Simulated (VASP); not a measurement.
# CuO (Tenorite): convergence with the SCF solver and precision settings

How sensitive are energy, pressure and forces of CuO (Tenorite) to the SCF solver and precision settings? The series runs use LDA. The SCF solver tried: ALGO = Normal; ALGO = Fast; ALGO = VeryFast; ALGO = All; ALGO = Damped; AMIX = 0.1, BMIX = 0.01; AMIX = 0.8; IMIX = 1, AMIX = 0.2. The precision settings tried: PREC = Low; PREC = Medium; PREC = Normal; PREC = Single; PREC = Accurate; LREAL = Auto; ADDGRID = .TRUE.; LASPH = .FALSE.. The start is a cell from a database of measured crystal structures.

Program: VASP 6.6.1. Level of theory: LDA, no spin polarisation; plane waves and PAW (Cu, O). Results are calculated unless marked as measured.

**1. Starting point**

The structure is monoclinic, space group C2/c (No. 15). The conventional cell has a = 4.684 Å, b = 3.423 Å, c = 5.129 Å, α = 90.00°, β = 99.54°, γ = 90.00°. Nearest to Cu lie 4 O at 1.95 to 1.96 Å. Nearest to O lie 4 Cu at 1.95 to 1.96 Å. Farther neighbours and most contacts between anions are not listed.

Structure file:

```cif
data_structure
_symmetry_space_group_name_H-M 'C2/c'
_symmetry_Int_Tables_number 15
_cell_length_a 4.6837
_cell_length_b 3.4226
_cell_length_c 5.1288
_cell_angle_alpha 90.000
_cell_angle_beta 99.540
_cell_angle_gamma 90.000
_cell_volume 81.08
loop_
_atom_site_label
_atom_site_type_symbol
_atom_site_symmetry_multiplicity
_atom_site_Wyckoff_symbol
_atom_site_fract_x
_atom_site_fract_y
_atom_site_fract_z
_atom_site_occupancy
Cu1 Cu 4 c 0.25000 0.25000 0.00000 1
O1 O 4 e 0.50000 0.91840 0.25000 1
```

**2. SCF solver: ALGO = Normal**

All solvers should reach one answer; they differ in cycles and robustness. LDA, the lowest rung, knows the local density alone.

Contents of INCAR:

```
SYSTEM = CuO
PREC = Accurate
ENCUT = 520
EDIFF = 1E-06
NELM = 100
ISMEAR = -1
SIGMA = 0.05
LREAL = .FALSE.
ALGO = Normal
GGA = CA
NBANDS = 23
LASPH = .TRUE.
LORBIT = 11
LWAVE = .FALSE.
LCHARG = .FALSE.
KPAR = 4
ISIF = 2
```

Contents of POSCAR:

```
CuO
1.0
    2.3418500000     -1.7113000000      0.0000000000
    2.3418500000      1.7113000000      0.0000000000
   -0.8500274268      0.0000000000      5.0578693947
Cu O
2 2
Direct
    0.0000000000      0.5000000000      0.0000000000
    0.5000000000      0.0000000000      0.5000000000
    0.5816000000      0.4184000000      0.2500000000
    0.4184000000      0.5816000000      0.7500000000
```

Contents of KPOINTS:

```
Automatic mesh
0
Gamma
8 8 5
0 0 0
```

The projector-augmented-wave data sets are Cu and O (PBE family, release 64).

Run with:

```
$ mpirun -np 4 vasp_std
```

What it wrote:

```text
[banner, memory and clock lines left out]
running    4 mpi-ranks, on    1 nodes
 distrk:  each k-point on    1 cores,    4 groups
 distr:  one band on    1 cores,    1 groups

 POSCAR found type information on POSCAR CuO
 POSCAR found :  2 types and       4 ions
|                                                                             |
|               ----> ADVICE to this user running VASP <----                  |
|                                                                             |
|     You enforced a specific xc type in the INCAR file but a different       |
|     [... a line on the potential file left out ...]
|     I HOPE YOU KNOW WHAT YOU ARE DOING!                                     |
|                                                                             |

 LDA part: xc-table for (Slater(with rela. corr.)+CA(PZ))
 , standard interpolation
 POSCAR, INCAR and KPOINTS ok, starting setup
 FFT: planning ... GRIDC
 FFT: planning ... GRID_SOFT
 FFT: planning ... GRID
 WAVECAR not read
 entering main loop
       N       E                     dE             d eps       ncg     rms          rms(c)
DAV:   1     0.295346746150E+03    0.29535E+03   -0.16710E+04  4438   0.233E+03
DAV:   2     0.929479719730E+01   -0.28605E+03   -0.26674E+03  4362   0.417E+02
DAV:   3    -0.280680465390E+02   -0.37363E+02   -0.35328E+02  5613   0.170E+02
DAV:   4    -0.293552768853E+02   -0.12872E+01   -0.12819E+01  5094   0.331E+01
DAV:   5    -0.293788337766E+02   -0.23557E-01   -0.23545E-01  5552   0.390E+00    0.176E+01
DAV:   6    -0.271054154262E+02    0.22734E+01   -0.47039E+01  6191   0.174E+02    0.138E+01
DAV:   7    -0.231688426013E+02    0.39366E+01   -0.11542E+01  5117   0.127E+02    0.263E+00
DAV:   8    -0.233081665465E+02   -0.13932E+00   -0.20237E+00  4516   0.101E+01    0.169E+00
DAV:   9    -0.232571343154E+02    0.51032E-01   -0.77072E-02  6908   0.658E+00    0.456E-01
DAV:  10    -0.232540654130E+02    0.30689E-02   -0.14654E-02  5811   0.152E+00    0.384E-01
DAV:  11    -0.232521661698E+02    0.18992E-02   -0.68868E-03  6555   0.767E-01    0.765E-02
DAV:  12    -0.232521893731E+02   -0.23203E-04   -0.44323E-04  5990   0.289E-01    0.560E-02
DAV:  13    -0.232521515186E+02    0.37855E-04   -0.12099E-04  6901   0.123E-01    0.412E-03
DAV:  14    -0.232521518986E+02   -0.38003E-06   -0.75570E-06  4593   0.280E-02
   1 F= -.23252152E+02 E0= -.23243354E+02  d E =-.175954E-01
```

Run time: 25 s. Hardware: 4 MPI ranks of Intel Xeon Platinum 8259CL at 2.50GHz (Skylake/Cascade Lake), shared host; peak memory 0.75 GiB.

The logs omit lines about the potential files and the build; timing stands in the text.

From OUTCAR (step 2):

```text
ion  position               nearest neighbor table
   1  0.000  0.500  0.000-   3 1.95   4 1.95   4 1.96   3 1.96
   2  0.500  0.000  0.500-   4 1.95   3 1.95   4 1.96   3 1.96
   3  0.582  0.418  0.250-   2 1.95   1 1.95   2 1.96   1 1.96
   4  0.418  0.582  0.750-   1 1.95   2 1.95   2 1.96   1 1.96

  LATTYP: Found a base centered monoclinic cell.
 ALAT       =     4.6837000000
 B/A-ratio  =     0.7307470589
 C/A-ratio  =     1.0950317057
 COS(beta)  =    -0.1657361228

 Subroutine GETGRP returns: Found  4 space group operations
 (whereof  2 operations were pure point group operations)

The static configuration has the point symmetry S_2 .
 The point group associated with its full space group is C_2h.

 Found     93 irreducible k-points:

   k-points           NKPTS =     93   k-points in BZ     NKDIM =     93   number of bands    NBANDS=     23

   dimension x,y,z NGX =    24 NGY =   24 NGZ =   40
   dimension x,y,z NGXF=    48 NGYF=   48 NGZF=   80

   ENCUT  =  520.0 eV  38.22 Ry    6.18 a.u.   5.39  5.39  9.54*2*pi/ulx,y,z

   NELECT =      34.0000    total number of electrons

 k-points in reciprocal lattice and weights: Automatic mesh
   0.00000000  0.00000000  0.00000000       0.003
   0.12500000 -0.00000000  0.00000000       0.013
   0.25000000 -0.00000000  0.00000000       0.013
   0.37500000 -0.00000000  0.00000000       0.013
   0.50000000 -0.00000000  0.00000000       0.006
   0.12500000  0.12500000 -0.00000000       0.006
   0.25000000  0.12500000  0.00000000       0.013
   0.37500000  0.12500000  0.00000000       0.013
   0.50000000  0.12500000  0.00000000       0.013
[...]
-0.12500000 -0.25000000  0.40000000       0.013
  -0.12500000 -0.12500000  0.40000000       0.006

 average (electrostatic) potential at core
       1 -65.3334       2 -65.3334       3 -70.3262       4 -70.3262

 E-fermi :   5.2655

 k-point     1 :       0.0000    0.0000    0.0000
  band No.  band energies     occupation
    ...
     12       2.6467      2.00000
     13       2.8727      2.00000
     14       3.0481      2.00000
     15       3.1050      2.00000
     16       3.6241      2.00000
     17       5.4927      0.02105
     18       6.2064      0.00000
     19       7.0107      0.00000
     20      11.2359      0.00000
     21      13.3491      0.00000
    ...

 k-point     2 :       0.1250   -0.0000    0.0000
  band No.  band energies     occupation
    ...
     12       2.9106      2.00000
     13       3.0604      2.00000
     14       3.1584      2.00000
     15       3.1797      2.00000
     16       3.6235      2.00000
     17       5.3335      0.40849
     18       6.0628      0.00000
     19       7.5990      0.00000
     20      11.9029      0.00000
     21      12.9751      0.00000
    ...

 k-point     3 :       0.2500   -0.0000    0.0000
  band No.  band energies     occupation
    ...
     13       3.0691      2.00000
     14       3.4588      2.00000
     15       3.4661      2.00000
     16       3.6321      2.00000
     17       5.1762      1.71264
     18       5.8503      0.00002
     19       8.8801      0.00000
     20      11.9472      0.00000
     21      13.3701      0.00000
     22      15.1961      0.00000
    ...

  Total       -2.3567015     -1.2492880     -2.8308114      0.0000000      0.0000000      0.0547746
  in kB      -93.1391620    -49.3730894   -111.8764537      0.0000000      0.0000000      2.1647469
  external PRESSURE =     -84.7962350 kB  Pullay stress =       0.0000000 kB

  energy-cutoff  :      520.00
  volume of cell :       40.54
      direct lattice vectors                 reciprocal lattice vectors
     2.341850000 -1.711300000  0.000000000     0.213506416 -0.292175539  0.035881968
     2.341850000  1.711300000  0.000000000     0.213506416  0.292175539  0.035881968
    -0.850027427  0.000000000  5.057869395     0.000000000  0.000000000  0.197711709

 POSITION                                       TOTAL-FORCE (eV/Angst)
 -----------------------------------------------------------------------------------
      1.17092      0.85565      0.00000        -0.000000      0.000000      0.000000
      0.74591     -0.85565      2.52893        -0.000000      0.000000      0.000000
      2.12934     -0.27928      1.26447         0.000000      0.422903      0.000000
      1.70433      0.27928      3.79340         0.000000     -0.422903      0.000000
 -----------------------------------------------------------------------------------
    total drift:                                0.000000      0.000000     -0.000000

  FREE ENERGIE OF THE ION-ELECTRON SYSTEM (eV)
  ---------------------------------------------------
  free  energy   TOTEN  =       -23.2521518986 eV

  energy  without entropy=      -23.2345564858  energy(sigma->0) =      -23.24335419

 total charge
# of ion       s       p       d       tot
------------------------------------------
    1        0.391   0.398   9.148   9.937
    2        0.391   0.398   9.148   9.937
    3        1.563   3.355   0.000   4.917
    4        1.563   3.355   0.000   4.917
--------------------------------------------------
tot          3.907   7.506  18.297  29.709

[... 3 further parts left out ...]
```

This run has no spin polarisation, although Cu can carry a moment. The k-mesh is coarse for a metal. The PAW data sets were made with PBE, though LDA sets exist; this is a small mismatch. Oxides and halides of Cu are often magnetic insulators, and a metal at this level, without U or exact exchange, may be an artefact.

This step gave:

```yaml
scf_cycles: 14
electrons: 34
bands: 23
irreducible_k_points: 93
symmetry_operations: 4
free_energy_toten: -23.25 eV
energy_at_zero_smearing: -23.24 eV
fermi_energy: 5.266 eV
pressure: -8.480 GPa
metallic: yes
```

The series starts at -5.8108 eV an atom and -8.48 GPa, after 14 cycles in 25 s.

**3. SCF solver: ALGO = Fast**

Changes to INCAR since step 2:

```diff
@@ -8,3 +8,3 @@
 LREAL = .FALSE.
-ALGO = Normal
+ALGO = Fast
 GGA = CA
```

POSCAR is that of step 2.

KPOINTS is that of step 2.

Run with:

```
$ mpirun -np 4 vasp_std
```

What it wrote:

```text
[banner, memory and clock lines left out]
running    4 mpi-ranks, on    1 nodes
[...]
[... a notice as in an earlier step ...]

 LDA part: xc-table for (Slater(with rela. corr.)+CA(PZ))
 , standard interpolation
 POSCAR, INCAR and KPOINTS ok, starting setup
[...]
entering main loop
       N       E                     dE             d eps       ncg     rms          rms(c)
[... 5 cycles as in an earlier step ...]
RMM:   6    -0.269955209635E+02    0.23833E+01   -0.46663E+01  5003   0.101E+02    0.138E+01
RMM:   7    -0.232973791392E+02    0.36981E+01   -0.13669E+01  4873   0.529E+01    0.254E+00
RMM:   8    -0.232910266460E+02    0.63525E-02   -0.56431E-01  5808   0.538E+00    0.169E+00
RMM:   9    -0.232836028455E+02    0.74238E-02   -0.19398E-01  5705   0.427E+00    0.128E+00
[...]
RMM:  14    -0.232521511269E+02    0.29114E-05   -0.88005E-05  5391   0.111E-01    0.891E-03
RMM:  15    -0.232521517533E+02   -0.62639E-06   -0.21978E-05  4807   0.373E-02    0.285E-03
RMM:  16    -0.232521518745E+02   -0.12126E-06   -0.26620E-06  3708   0.189E-02
   1 F= -.23252152E+02 E0= -.23243354E+02  d E =-.175952E-01
```

Elapsed: 31 s, on 4 MPI ranks; peak memory 0.75 GiB.

Parts of OUTCAR (step 3):

```text
  Total       -2.3524735     -1.2472349     -2.8261522      0.0000000      0.0000000      0.0539736
  in kB      -92.9720695    -49.2919526   -111.6923182      0.0000000      0.0000000      2.1330880
  external PRESSURE =     -84.6521134 kB  Pullay stress =       0.0000000 kB

 POSITION                                       TOTAL-FORCE (eV/Angst)
 -----------------------------------------------------------------------------------
      1.17092      0.85565      0.00000         0.000000      0.000000      0.000000
      0.74591     -0.85565      2.52893         0.000000      0.000000      0.000000
      2.12934     -0.27928      1.26447        -0.000000      0.423023      0.000000
      1.70433      0.27928      3.79340         0.000000     -0.423023     -0.000000
 -----------------------------------------------------------------------------------
    total drift:                                0.000000      0.000000     -0.000000

  FREE ENERGIE OF THE ION-ELECTRON SYSTEM (eV)
  ---------------------------------------------------
  free  energy   TOTEN  =       -23.2521518745 eV

  energy  without entropy=      -23.2345566563  energy(sigma->0) =      -23.24335427

[... 2 parts as in an earlier step ...]

[... 1 further part left out ...]
[key lines of the parts left out:]
E-fermi :   5.2655
```

Against the first of the series the energy stays within 0.01 meV an atom; the pressure moves by +0.01 GPa, after 16 cycles in 31 s.

**4. SCF solver: ALGO = VeryFast**

Changes to INCAR since step 3:

```diff
@@ -8,3 +8,3 @@
 LREAL = .FALSE.
-ALGO = Fast
+ALGO = VeryFast
 GGA = CA
```

POSCAR is that of step 3.

KPOINTS is that of step 3.

Run with:

```
$ mpirun -np 4 vasp_std
```

What it wrote:

```text
[... set-up lines as in an earlier step ...]
 entering main loop
       N       E                     dE             d eps       ncg     rms          rms(c)
RMM:   1     0.303138755704E+03    0.30314E+03   -0.13780E+04  2139   0.212E+03
RMM:   2     0.529490654243E+02   -0.25019E+03   -0.26931E+03  2139   0.364E+02
RMM:   3     0.123064539377E+02   -0.40643E+02   -0.38452E+02  2139   0.203E+02
RMM:   4    -0.904380332371E+01   -0.21350E+02   -0.14262E+02  2139   0.160E+02
[...]
RMM:  20    -0.232521512907E+02   -0.14308E-05   -0.66600E-05  5295   0.784E-02    0.586E-03
RMM:  21    -0.232521519913E+02   -0.70064E-06   -0.13170E-05  4821   0.298E-02    0.283E-03
RMM:  22    -0.232521519106E+02    0.80704E-07   -0.99811E-07  3379   0.135E-02
   1 F= -.23252152E+02 E0= -.23243354E+02  d E =-.175951E-01
```

The job ended after 42 s (4 MPI ranks; peak memory 0.74 GiB).

Parts of OUTCAR (step 4):

```text
  Total       -2.3304787     -1.2241679     -2.8041610      0.0000000      0.0000000      0.0544332
  in kB      -92.1028108    -48.3803193   -110.8232026      0.0000000      0.0000000      2.1512530
  external PRESSURE =     -83.7687776 kB  Pullay stress =       0.0000000 kB

 POSITION                                       TOTAL-FORCE (eV/Angst)
 -----------------------------------------------------------------------------------
      1.17092      0.85565      0.00000         0.000000      0.000000      0.000000
      0.74591     -0.85565      2.52893         0.000000     -0.000000      0.000000
      2.12934     -0.27928      1.26447        -0.000000      0.422732      0.000000
      1.70433      0.27928      3.79340        -0.000000     -0.422732      0.000000
 -----------------------------------------------------------------------------------
    total drift:                                0.000000      0.000000     -0.000000

  FREE ENERGIE OF THE ION-ELECTRON SYSTEM (eV)
  ---------------------------------------------------
  free  energy   TOTEN  =       -23.2521519106 eV

  energy  without entropy=      -23.2345568267  energy(sigma->0) =      -23.24335437

[... 2 parts as in an earlier step ...]

[... 1 further part left out ...]
[key lines of the parts left out:]
E-fermi :   5.2653
```

Against the first of the series the energy stays within 0.01 meV an atom; the pressure moves by +0.10 GPa, after 22 cycles in 42 s.

**5. SCF solver: ALGO = All**

Changes to INCAR since step 4:

```diff
@@ -8,3 +8,3 @@
 LREAL = .FALSE.
-ALGO = VeryFast
+ALGO = All
 GGA = CA
```

POSCAR is that of step 4.

KPOINTS is that of step 4.

Run with:

```
$ mpirun -np 4 vasp_std
```

What it wrote:

```text
[... set-up lines as in an earlier step ...]
 entering main loop
       N       E                     dE             d eps       ncg     rms           ort
DAV:   1     0.295346746150E+03    0.29535E+03   -0.18118E+04  2139   0.257E+03
DAV:   2     0.929479719730E+01   -0.28605E+03   -0.26674E+03  2139   0.417E+02
DAV:   3    -0.280680465390E+02   -0.37363E+02   -0.35328E+02  2139   0.170E+02
DAV:   4    -0.293552768853E+02   -0.12872E+01   -0.12819E+01  2139   0.331E+01
DAV:   5    -0.293788337766E+02   -0.23557E-01   -0.23545E-01  2139   0.390E+00
SDA:   6    -0.124260637982E+00    0.29255E+02   -0.23545E-01  2139   0.253E+03   0.000E+00
 gam= 0.000 g(H,U,f)=  0.179E+03 0.734E+02 0.545E+00 ort(H,U,f) = 0.000E+00 0.000E+00 0.000E+00
 gam= 0.000 trial= 0.400  step=  0.1554 mean=  0.4000
CGA:   7    -0.180058858365E+02   -0.17882E+02   -0.19641E+02  2139   0.205E+02  -0.159E+02
 gam= 0.081 g(H,U,f)=  0.146E+02 0.589E+01 0.692E-01 ort(H,U,f) =-0.351E+02 0.190E+02 0.239E+00
 gam= 0.081 trial= 0.376  step=  0.4269 mean=  0.3755
[...]
gam= 0.108 trial= 0.399  step=  0.4331 mean=  0.3994
CGA:  15    -0.232520639247E+02   -0.11585E-03   -0.11586E-03  2139   0.318E-03  -0.766E-07
 gam= 0.595 g(H,U,f)=  0.292E-03 0.265E-04 0.398E-06 ort(H,U,f) = 0.731E-05-0.751E-05 0.127E-06
 gam= 0.595 trial= 0.403  step=  0.3728 mean=  0.4027
CGA:  16    -0.232521232549E+02   -0.59330E-04   -0.59330E-04  2139   0.810E-04  -0.116E-09
 gam= 0.254 g(H,U,f)=  0.696E-04 0.113E-04 0.928E-07 ort(H,U,f) = 0.445E-05-0.449E-05 0.410E-07
 gam= 0.254 trial= 0.400  step=  0.5997 mean=  0.3997
CGA:  17    -0.232521475504E+02   -0.24296E-04   -0.24296E-04  2139   0.901E-05  -0.723E-08
 gam= 0.111 g(H,U,f)=  0.819E-05 0.808E-06 0.151E-07 ort(H,U,f) =-0.190E-06 0.159E-06 0.238E-07
 gam= 0.111 trial= 0.420  step=  0.6449 mean=  0.4197
CGA:  18    -0.232521504530E+02   -0.29026E-05   -0.29043E-05  2139   0.506E-05  -0.578E-08
 gam= 0.562 g(H,U,f)=  0.422E-05 0.827E-06 0.119E-07 ort(H,U,f) =-0.435E-06 0.416E-06 0.133E-07
 gam= 0.562 trial= 0.442  step=  0.3317 mean=  0.4423
CGA:  19    -0.232521512922E+02   -0.83920E-06   -0.83867E-06  2139   0.153E-05  -0.193E-08
 gam= 0.303 g(H,U,f)=  0.130E-05 0.230E-06 0.210E-08 ort(H,U,f) = 0.296E-06-0.297E-06-0.795E-09
 gam= 0.303 trial= 0.431  step=  0.6804 mean=  0.4312
 final diagonalization occupied
   1 F= -.23252151E+02 E0= -.23243353E+02  d E =-.175961E-01
```

Wall time 31 s (4 MPI ranks); peak memory 1 GiB.

Parts of OUTCAR (step 5):

```text
  Total       -2.3597760     -1.2534748     -2.8334370      0.0000000      0.0000000      0.0545158
  in kB      -93.2606714    -49.5385594   -111.9802175      0.0000000      0.0000000      2.1545163
  external PRESSURE =     -84.9264828 kB  Pullay stress =       0.0000000 kB

 POSITION                                       TOTAL-FORCE (eV/Angst)
 -----------------------------------------------------------------------------------
      1.17092      0.85565      0.00000         0.000000     -0.000000     -0.000000
      0.74591     -0.85565      2.52893         0.000000      0.000000     -0.000000
      2.12934     -0.27928      1.26447        -0.000000      0.423309      0.000000
      1.70433      0.27928      3.79340        -0.000000     -0.423309     -0.000000
 -----------------------------------------------------------------------------------
    total drift:                                0.000000      0.000000     -0.000000

  FREE ENERGIE OF THE ION-ELECTRON SYSTEM (eV)
  ---------------------------------------------------
  free  energy   TOTEN  =       -23.2521512922 eV

  energy  without entropy=      -23.2345551435  energy(sigma->0) =      -23.24335322

[... 2 parts as in an earlier step ...]

[... 1 further part left out ...]
[key lines of the parts left out:]
E-fermi :   5.2656
```

Against the first of the series the energy stays within 0.01 meV an atom; the pressure moves by -0.01 GPa, after 19 cycles in 31 s.

(Continued in part 2 of 3.)

[Lines on the potential files, build, host, timing and source positions are cut from VASP's logs without a mark.]

[Logs are printed without paths, hosts, clocks, repeated set-up lines and the standing remarks that a program may print on its own settings, such as how far it seeks lower states.]

[Hosts, paths, dates, database ids (printed as entryN), source tags and the programs' standing remarks are cut or masked in the printed files.]

[A measured line is paired with the nearest computed mode of its activity, which favours agreement.]
